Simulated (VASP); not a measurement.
Given:

```
IrZr
1.0
    3.26835     0.00000     0.00000
    0.00000     3.26835     0.00000
    0.00000     0.00000     3.26835
Zr Ir
1 1
Direct
  0.50000   0.50000   0.50000
  0.00000   0.00000   0.00000
```

Calculation: PBEsol GGA, VASP's PBE PAW potentials (set 64) (plane waves; VASP). Settings: 400 eV cut-off, 13×13×13 Γ-centred mesh, tetrahedra with Blöchl corrections, potentials Zr_sv Ir.

Unless said otherwise, spin-orbit coupling is left out, though it shifts the bands of the heavy elements here.

Problem. Tabulate the total density of states (states/eV per cell) against energy (eV; zero at the valence-band maximum or, without a gap, the Fermi level).

Solution. 
| E (eV) | DOS (states/eV) |
|---|---|
| -10.00 | 0.00 |
| -9.68 | 0.00 |
| -9.36 | 0.00 |
| -8.93 | 0.00 |
| -8.61 | 0.00 |
| -8.29 | 0.02 |
| -7.97 | 0.08 |
| -7.54 | 0.13 |
| -7.22 | 0.18 |
| -6.90 | 0.22 |
| -6.58 | 0.28 |
| -6.16 | 0.57 |
| -5.84 | 1.38 |
| -5.52 | 1.47 |
| -5.20 | 1.86 |
| -4.88 | 2.19 |
| -4.45 | 3.05 |
| -4.13 | 1.62 |
| -3.81 | 5.37 |
| -3.49 | 2.98 |
| -3.06 | 3.10 |
| -2.74 | 4.32 |
| -2.42 | 2.05 |
| -2.10 | 2.51 |
| -1.67 | 0.75 |
| -1.35 | 0.53 |
| -1.03 | 0.49 |
| -0.71 | 0.41 |
| -0.39 | 1.09 |
| 0.03 | 1.97 |
| 0.35 | 2.41 |
| 0.67 | 2.47 |
| 0.99 | 2.95 |
| 1.42 | 2.89 |
| 1.74 | 1.73 |
| 2.06 | 1.41 |
| 2.38 | 0.95 |
| 2.81 | 0.77 |
| 3.13 | 0.68 |
| 3.45 | 0.72 |
Within 2 eV below the Fermi level the largest weight inside VASP's projection spheres is Ir d, then Zr d.

The structure comes from a computed database's ZrIr entry (Pm-3m); how it stands against other phases isn't given here. It was relaxed first. The electron count is odd and the run is not spin-polarised, which forces a metal.
